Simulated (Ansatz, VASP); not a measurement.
# Cross-check of SnO (Romarchite) between VASP and Ansatz, part 2 of 2

One calculation is typed for both programs; each brings its own data sets. How far apart do they land? The cell is taken from a series of runs on this material, whose earlier steps may have relaxed, scaled, displaced or heated it; both programs get it as it stands.

VASP 6.6.1 and Ansatz 0.2.0.

So far: Starting point; Ansatz: zone-centre phonons, PBE with D3(BJ).

### Step 3. VASP: zone-centre phonons, PBE with D3(BJ)

Level of this step: PBE with D3(BJ); plane waves and PAW (O, Sn_d) (VASP).

The same cell, functional, mesh and smearing now go to VASP, with its own data sets.

Lines of VASP's logs that name or quote its potential files are left out, and so is its time.

The input, INCAR:

```
SYSTEM = SnO
PREC = Accurate
ENCUT = 600
EDIFF = 1E-08
NELM = 120
ISMEAR = 1
SIGMA = 0.2
LREAL = .FALSE.
ALGO = Normal
GGA = PE
IVDW = 12
NBANDS = 26
LORBIT = 11
LWAVE = .FALSE.
LCHARG = .FALSE.
ISIF = 2
IBRION = 6
NFREE = 2
POTIM = 0.015
NSW = 1
LASPH = .TRUE.
GGA_COMPAT = .FALSE.
KPAR = 2
```

The input, POSCAR:

```
SnO
1.0
    3.8257924664      0.0000000000      0.0000000000
    0.0000000000      3.8257924664      0.0000000000
    0.0000000000      0.0000000000      4.6913486483
O Sn
2 2
Direct
    0.0000000000      0.0000000000      0.0000000000
    0.5000000000      0.5000000000      0.0000000000
    0.5000000000      0.0000000000      0.2468429471
    0.0000000000      0.5000000000      0.7531570529
```

The input, KPOINTS:

```
Automatic mesh
0
Gamma
12 12 10
0 0 0
```

Potentials, in the order of the species: O and Sn_d (PBE family, release 64).

Run with:

```bash
> mpirun -np 2 vasp_std
```

Numbers of over 12 decimals in the logs are rounded to 6 here.

The log of the run:

```text
[banner, memory and clock lines left out]
running    2 mpi-ranks, on    1 nodes
 distrk:  each k-point on    1 cores,    2 groups
 distr:  one band on    1 cores,    1 groups

 POSCAR found type information on POSCAR O Sn
 POSCAR found :  2 types and       4 ions
 LDA part: xc-table for (Slater+PW92), standard interpolation
 POSCAR, INCAR and KPOINTS ok, starting setup
 FFT: planning ... GRIDC
 FFT: planning ... GRID_SOFT
 FFT: planning ... GRID
 WAVECAR not read
 entering main loop
       N       E                     dE             d eps       ncg     rms          rms(c)
DAV:   1     0.423522298779E+03    0.42352E+03   -0.21962E+04  8820   0.258E+03
DAV:   2     0.386387554639E+02   -0.38488E+03   -0.37430E+03  9056   0.574E+02
DAV:   3    -0.232361275966E+02   -0.61875E+02   -0.60582E+02 10162   0.195E+02
DAV:   4    -0.262757411225E+02   -0.30396E+01   -0.30192E+01 10306   0.448E+01
DAV:   5    -0.263419963262E+02   -0.66255E-01   -0.66175E-01 10338   0.722E+00    0.116E+01
DAV:   6    -0.226965111591E+02    0.36455E+01   -0.18664E+01 14406   0.486E+01    0.493E+00
DAV:   7    -0.226889278765E+02    0.75833E-02   -0.21611E+00 10218   0.931E+00    0.250E+00
DAV:   8    -0.226798052506E+02    0.91226E-02   -0.35355E-01 12014   0.424E+00    0.852E-01
DAV:   9    -0.226688989843E+02    0.10906E-01   -0.71106E-02 14202   0.276E+00    0.247E-01
DAV:  10    -0.226703889236E+02   -0.14899E-02   -0.10798E-02 13040   0.971E-01    0.173E-01
DAV:  11    -0.226697943673E+02    0.59456E-03   -0.31717E-03 13414   0.540E-01    0.234E-02
DAV:  12    -0.226698443642E+02   -0.49997E-04   -0.42671E-04  9176   0.122E-01    0.382E-02
DAV:  13    -0.226698355972E+02    0.87670E-05   -0.48654E-05 13168   0.724E-02    0.519E-03
DAV:  14    -0.226698353405E+02    0.25672E-06   -0.57455E-06 10144   0.150E-02    0.469E-03
DAV:  15    -0.226698354115E+02   -0.70973E-07   -0.33141E-07 11702   0.477E-03    0.294E-03
DAV:  16    -0.226698355872E+02   -0.17569E-06   -0.10087E-07 10372   0.264E-03    0.797E-04
DAV:  17    -0.226698356406E+02   -0.53445E-07   -0.11512E-08  6916   0.830E-04    0.126E-04
DAV:  18    -0.226698356353E+02    0.53169E-08   -0.27771E-09  4674   0.677E-04
   1 F= -.23628797E+02 E0= -.23629037E+02  d E =0.722467E-03
[... from here on, the cycles between the ionic steps are left out ...]
   2 F= -.23627896E+02 E0= -.23628136E+02  d E =0.722066E-03
   3 F= -.23627896E+02 E0= -.23628136E+02  d E =0.722066E-03
   4 F= -.23628016E+02 E0= -.23628256E+02  d E =0.722093E-03
   5 F= -.23628016E+02 E0= -.23628256E+02  d E =0.722079E-03
   6 F= -.23628255E+02 E0= -.23628496E+02  d E =0.721164E-03
   7 F= -.23628255E+02 E0= -.23628496E+02  d E =0.721166E-03
   8 F= -.23628704E+02 E0= -.23628902E+02  d E =0.592937E-03
 Finite differences progress:
  Degree of freedom:   4/  4
  Displacement:        1/  2
  Total:               7/  8
 bond charge predicted
       N       E                     dE             d eps       ncg     rms          rms(c)
DAV:   1    -0.226554380978E+02    0.14101E-01   -0.43824E+00 10004   0.116E+01    0.418E-01
DAV:   2    -0.226674300434E+02   -0.11992E-01   -0.12522E-01 12956   0.256E+00    0.135E-01
DAV:   3    -0.226672871260E+02    0.14292E-03   -0.11404E-03 13420   0.869E-01    0.995E-02
DAV:   4    -0.226672489009E+02    0.38225E-04   -0.37677E-04 14688   0.605E-01    0.339E-02
DAV:   5    -0.226672730560E+02   -0.24155E-04   -0.22376E-04  9524   0.139E-01    0.744E-03
DAV:   6    -0.226672730365E+02    0.19502E-07   -0.66748E-06 12970   0.338E-02    0.541E-03
DAV:   7    -0.226672728648E+02    0.17169E-06   -0.14759E-06 11248   0.163E-02    0.137E-03
DAV:   8    -0.226672729455E+02   -0.80740E-07   -0.18724E-07 12128   0.623E-03    0.631E-04
DAV:   9    -0.226672730104E+02   -0.64910E-07   -0.19219E-08  6978   0.380E-03    0.196E-04
DAV:  10    -0.226672730217E+02   -0.11269E-07   -0.13291E-08  4950   0.239E-03    0.891E-05
DAV:  11    -0.226672730170E+02    0.47357E-08   -0.33556E-09  4566   0.704E-04
   9 F= -.23626026E+02 E0= -.23626295E+02  d E =0.805206E-03
 Finite differences progress:
  Degree of freedom:   4/  4
  Displacement:        2/  2
  Total:               8/  8
```

Parts of OUTCAR (step 3):

```text
ion  position               nearest neighbor table
   1  0.000  0.000  0.000-   3 2.24   4 2.24   4 2.24   3 2.24
   2  0.500  0.500  0.000-   3 2.24   4 2.24   3 2.24   4 2.24
   3  0.500  0.000  0.247-   1 2.24   2 2.24   2 2.24   1 2.24   4 3.56   4 3.56   4 3.56   4 3.56
                             4 3.60   4 3.60   4 3.60   4 3.60
   4  0.000  0.500  0.753-   1 2.24   2 2.24   1 2.24   2 2.24   3 3.56   3 3.56   3 3.56   3 3.56
                             3 3.60   3 3.60   3 3.60   3 3.60

  LATTYP: Found a simple tetragonal cell.
 ALAT       =     3.8257924664
 C/A-ratio  =     1.2262423248

 Subroutine GETGRP returns: Found 16 space group operations
 (whereof  8 operations were pure point group operations)

The static configuration has the point symmetry D_2d.
 The point group associated with its full space group is D_4h.

 Found    168 irreducible k-points:

   k-points           NKPTS =    168   k-points in BZ     NKDIM =    168   number of bands    NBANDS=     26

   dimension x,y,z NGX =    32 NGY =   32 NGZ =   40
   dimension x,y,z NGXF=    64 NGYF=   64 NGZF=   80

   ENCUT  =  600.0 eV  44.10 Ry    6.64 a.u.   7.64  7.64  9.37*2*pi/ulx,y,z

   NELECT =      40.0000    total number of electrons

 k-points in reciprocal lattice and weights: Automatic mesh
   0.00000000  0.00000000  0.00000000       0.001
   0.08333333  0.00000000  0.00000000       0.003
   0.16666667  0.00000000  0.00000000       0.003
   0.25000000  0.00000000  0.00000000       0.003
   0.33333333  0.00000000  0.00000000       0.003
   0.41666667  0.00000000  0.00000000       0.003
   0.50000000  0.00000000  0.00000000       0.001
   0.08333333  0.08333333  0.00000000       0.003
   0.16666667  0.08333333  0.00000000       0.006
[...]
25      13.1445      0.00000
    ...

 k-point     3 :       0.1667    0.0000    0.0000
  band No.  band energies     occupation
    ...
     16       1.3178      2.00000
     17       3.5606      2.00000
     18       3.9703      2.00000
     19       4.0044      2.00000
     20       7.2669      1.94150
     21      10.3086     -0.00000
     22      10.4578     -0.00000
     23      12.0295      0.00000
     24      12.6982      0.00000
     25      12.7714      0.00000
    ...

 k-point     4 :       0.2500    0.0000    0.0000
  band No.  band energies     occupation
    ...
     16       1.5296      2.00000
     17       3.2938      2.00000
     18       3.6928      2.00000
     19       3.8408      2.00000
     20       6.8556      2.00058
     21      10.1358     -0.00000
     22      10.9025     -0.00000
     23      12.2422      0.00000
     24      12.4625      0.00000
     25      13.0608      0.00000
    ...

 k-point     5 :       0.3333    0.0000    0.0000
  band No.  band energies     occupation
    ...
     16       1.8194      2.00000
     17       3.0736      2.00000
     18       3.3441      2.00000
     19       3.8059      2.00000
     20       6.1414      2.00000
     21      10.2160     -0.00000
     22      11.1411     -0.00000
     23      12.5225      0.00000
     24      12.6139      0.00000
     25      13.4351      0.00000
    ...

 Edisp (eV)   -0.95875

  Total       0.57186     0.57186     0.66613     0.00000     0.00000     0.00000
  in kB      13.34329    13.34329    15.54270     0.00000     0.00000     0.00000
  external pressure =       14.08 kB  Pullay stress =        0.00 kB

  energy-cutoff  :      600.00
  volume of cell :       68.67
      direct lattice vectors                 reciprocal lattice vectors
     3.825792466  0.000000000  0.000000000     0.261383755  0.000000000  0.000000000
     0.000000000  3.825792466  0.000000000     0.000000000  0.261383755  0.000000000
     0.000000000  0.000000000  4.691348648     0.000000000  0.000000000  0.213158321

 POSITION                                       TOTAL-FORCE (eV/Angst)
 -----------------------------------------------------------------------------------
      0.00000      0.00000      0.00000         0.000000      0.000000     -0.051594
      1.91290      1.91290      0.00000         0.000000      0.000000     -0.051594
      1.91290      0.00000      1.14303         0.000000      0.000000      0.282111
      0.00000      1.91290      3.53332         0.000000      0.000000     -0.178922
 -----------------------------------------------------------------------------------
    total drift:                               -0.000000     -0.000000      0.000337

  FREE ENERGIE OF THE ION-ELECTRON SYSTEM (eV)
  ---------------------------------------------------
  free  energy   TOTEN  =       -23.6260264942 eV

  energy  without entropy=      -23.6268317000  energy(sigma->0) =      -23.62629490

 Eigenvectors and eigenvalues of the dynamical matrix
 ----------------------------------------------------

   1 f  =   13.765605 THz    86.491847 2PiTHz  459.171158 cm-1    56.929942 meV
             X         Y         Z           dx          dy          dz
      0.000000  0.000000  0.000000     0.370079   -0.601043   -0.000000
      1.912896  1.912896  0.000000    -0.370079    0.601043    0.000000
      1.912896  0.000000  1.158026    -0.022175   -0.036014    0.000000
      0.000000  1.912896  3.533322     0.022175    0.036014    0.000000

   2 f  =   13.765605 THz    86.491847 2PiTHz  459.171158 cm-1    56.929942 meV
             X         Y         Z           dx          dy          dz
      0.000000  0.000000  0.000000    -0.601043   -0.370079    0.000000
      1.912896  1.912896  0.000000     0.601043    0.370079   -0.000000
      1.912896  0.000000  1.158026     0.036014   -0.022175    0.000000
      0.000000  1.912896  3.533322    -0.036014    0.022175    0.000000

   3 f  =   10.830927 THz    68.052723 2PiTHz  361.280843 cm-1    44.793095 meV
             X         Y         Z           dx          dy          dz
      0.000000  0.000000  0.000000     0.000000    0.000000    0.663866
      1.912896  1.912896  0.000000     0.000000    0.000000    0.663866
      1.912896  0.000000  1.158026     0.000000    0.000000   -0.243478
      0.000000  1.912896  3.533322     0.000000    0.000000   -0.243478

   4 f  =   10.410591 THz    65.411672 2PiTHz  347.259933 cm-1    43.054725 meV
             X         Y         Z           dx          dy          dz
      0.000000  0.000000  0.000000    -0.000000    0.000000   -0.707107
      1.912896  1.912896  0.000000    -0.000000    0.000000    0.707107
      1.912896  0.000000  1.158026     0.000000    0.000000   -0.000000
      0.000000  1.912896  3.533322     0.000000    0.000000    0.000000

   5 f  =    7.948706 THz    49.943191 2PiTHz  265.140284 cm-1    32.873191 meV
             X         Y         Z           dx          dy          dz
      0.000000  0.000000  0.000000    -0.307757   -0.588086   -0.000000
      1.912896  1.912896  0.000000    -0.307757   -0.588086    0.000000
      1.912896  0.000000  1.158026     0.113043    0.216012   -0.000000
      0.000000  1.912896  3.533322     0.113043    0.216012    0.000000

   6 f  =    7.948706 THz    49.943191 2PiTHz  265.140284 cm-1    32.873191 meV
             X         Y         Z           dx          dy          dz
      0.000000  0.000000  0.000000    -0.588086    0.307757    0.000000
      1.912896  1.912896  0.000000    -0.588086    0.307757   -0.000000
      1.912896  0.000000  1.158026     0.216012   -0.113043   -0.000000
      0.000000  1.912896  3.533322     0.216012   -0.113043    0.000000

   7 f  =    6.208092 THz    39.006594 2PiTHz  207.079667 cm-1    25.674595 meV
             X         Y         Z           dx          dy          dz
      0.000000  0.000000  0.000000     0.000000    0.000000   -0.000000
      1.912896  1.912896  0.000000     0.000000    0.000000   -0.000000
      1.912896  0.000000  1.158026     0.000000    0.000000   -0.707107
      0.000000  1.912896  3.533322     0.000000    0.000000    0.707107

   8 f  =    3.415993 THz    21.463315 2PiTHz  113.945251 cm-1    14.127404 meV
             X         Y         Z           dx          dy          dz
      0.000000  0.000000  0.000000    -0.021717    0.036293    0.000000
      1.912896  1.912896  0.000000     0.021717   -0.036293    0.000000
      1.912896  0.000000  1.158026    -0.362434   -0.605684    0.000000
      0.000000  1.912896  3.533322     0.362434    0.605684    0.000000

   9 f  =    3.415993 THz    21.463315 2PiTHz  113.945251 cm-1    14.127404 meV
             X         Y         Z           dx          dy          dz
      0.000000  0.000000  0.000000    -0.036293   -0.021717    0.000000
      1.912896  1.912896  0.000000     0.036293    0.021717   -0.000000
      1.912896  0.000000  1.158026    -0.605684    0.362434   -0.000000
      0.000000  1.912896  3.533322     0.605684   -0.362434    0.000000

  10 f/i=    0.001304 THz     0.008190 2PiTHz    0.043481 cm-1     0.005391 meV
             X         Y         Z           dx          dy          dz
      0.000000  0.000000  0.000000    -0.243755    0.004862   -0.000000
      1.912896  1.912896  0.000000    -0.243755    0.004862   -0.000000
      1.912896  0.000000  1.158026    -0.663615    0.013235    0.000000
      0.000000  1.912896  3.533322    -0.663615    0.013235    0.000000

  11 f/i=    0.001304 THz     0.008190 2PiTHz    0.043481 cm-1     0.005391 meV
             X         Y         Z           dx          dy          dz
      0.000000  0.000000  0.000000    -0.004862   -0.243755   -0.000000
      1.912896  1.912896  0.000000    -0.004862   -0.243755    0.000000
      1.912896  0.000000  1.158026    -0.013235   -0.663615   -0.000000
      0.000000  1.912896  3.533322    -0.013235   -0.663615    0.000000

  12 f/i=    0.003531 THz     0.022184 2PiTHz    0.117771 cm-1     0.014602 meV
             X         Y         Z           dx          dy          dz
      0.000000  0.000000  0.000000     0.000000    0.000000   -0.243478
      1.912896  1.912896  0.000000     0.000000    0.000000   -0.243478
      1.912896  0.000000  1.158026     0.000000    0.000000   -0.663866
      0.000000  1.912896  3.533322     0.000000    0.000000   -0.663866

 ELASTIC MODULI CONTR FROM IONIC RELAXATION (kBar)
 Direction    XX          YY          ZZ          XY          YZ          ZX
 --------------------------------------------------------------------------------
 XX        -607.1028    -25.9363   -484.1854      0.0000      0.0000     -0.0000
 YY         -25.9363   -607.1028   -484.1854      0.0000     -0.0000     -0.0000
 ZZ        -484.1854   -484.1854   -740.6669      0.0000     -0.0000     -0.0000
 XY           0.0000      0.0000      0.0000      0.0000      0.0000      0.0000
 YZ           0.0000     -0.0000     -0.0000      0.0000   -239.5943      0.0000
 ZX          -0.0000     -0.0000     -0.0000      0.0000      0.0000   -239.5912
 --------------------------------------------------------------------------------

 total charge
# of ion       s       p       d       tot
------------------------------------------
    1        1.573   3.436   0.000   5.009
    2        1.573   3.436   0.000   5.009
    3        1.253   0.794  10.076  12.123
    4        1.253   0.794  10.076  12.123
--------------------------------------------------
tot          5.652   8.459  20.153  34.264

[... 1 further part left out ...]
```

CONTCAR:

```
SnO
   1.00000000000000
     3.8257924663999998    0.0000000000000000    0.0000000000000000
     0.0000000000000000    3.8257924663999998    0.0000000000000000
     0.0000000000000000    0.0000000000000000    4.6913486483000000
  O               Sn
     2     2
Direct
     0.0000000000000000    0.0000000000000000    0.0000000000000000
     0.5000000000000000    0.5000000000000000    0.0000000000000000
     0.5000000000000000    0.0000000000000000    0.2436455722885077
     0.0000000000000000    0.5000000000000000    0.7531570529000007
```

The last energy, forces, stress and levels in OUTCAR belong to the last displaced cell, not to the cell of POSCAR.

Levels, forces or a CONTCAR printed for this step are those of its last displaced cell, not of the structure at rest.

### Step 4. Comparison

Known differences besides the potentials themselves: the cutoff is 420 eV in Ansatz and 600 eV in VASP; Ansatz takes the dispersion share of the force constants at frozen C6 weights, VASP differentiates the full forces; VASP uses finite displacements, Ansatz perturbation theory. Total energies have different zeros and are not compared.

Both answers:

```
                  quantity  Ansatz   VASP  difference
optical mode 1 to 2 (cm⁻¹)   112.5  113.9     -1.26 %
     optical mode 3 (cm⁻¹)   205.8  207.1     -0.61 %
optical mode 4 to 5 (cm⁻¹)   260.1  265.1     -1.88 %
     optical mode 6 (cm⁻¹)   343.4  347.3     -1.12 %
     optical mode 7 (cm⁻¹)   359.1  361.3     -0.59 %
optical mode 8 to 9 (cm⁻¹)   456.9  459.2     -0.49 %
```

Modes are paired by rising frequency, not by their patterns, so a pair may set unlike modes beside each other; they are those without the splitting of longitudinal modes.

### Step 5. Outcome

```json
{
 "r.m.s. difference of the optical zone-centre modes, each program's sorted by frequency (zone-centre phonons, PBE with D3(BJ))": "3.1 cm⁻¹",
 "difference in optical mode 4 to 5 (zone-centre phonons, PBE with D3(BJ))": "-1.9 %"
}
```

**Reading.** The r.m.s. difference of the optical zone-centre modes, each program's sorted by frequency is 3.1 cm⁻¹ (zone-centre phonons, PBE with D3(BJ)). Among the rows given in per cent, the largest difference of the zone-centre phonons, PBE with D3(BJ) pair is in optical mode 4 to 5, -1.9 %. How closely two codes agree says nothing of how well the functional describes the real material.

[Lines on the potential files, build, host, timing and source positions are cut from VASP's logs without a mark.]

[Logs are printed without paths, hosts, clocks, repeated set-up lines and the standing remarks that a program may print on its own settings, such as how far it seeks lower states.]

[Hosts, paths, dates, database ids (printed as entryN), source tags and the programs' standing remarks are cut or masked in the printed files.]
